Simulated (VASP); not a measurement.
```xyz
2
Lattice="3.5850 0.0000 0.0000 0.0000 3.5850 0.0000 0.0000 0.0000 3.5850" Properties=species:S:1:pos:R:3 pbc="T T T"
Hg     0.0000     0.0000     0.0000
Lu     1.7925     1.7925     1.7925
```

The numbers are results of PBEsol GGA with spin-orbit coupling, VASP's PBE PAW potentials (set 64) (plane waves; VASP), not measurements. Numerical set-up: 400 eV cut-off, 9×9×9 Γ-centred mesh, Gaussian smearing of 0.050 eV, potentials Hg Lu_3.

Q: What does the run give for the energy per atom (σ→0), band gap (over mesh and band path) with the smallest direct gap where there is one?

A: 
```yaml
band gap (over mesh and band path): none (metal, semimetal or under 0.01 eV)
energy per atom (σ→0): -3.641 eV/atom
```

Total energies compare only between runs with the same potentials, cut-off and functional.

The structure comes from a measured LuHg entry (Pm-3m) of the Crystallography Open Database, whose conditions weren't checked. It was relaxed first.
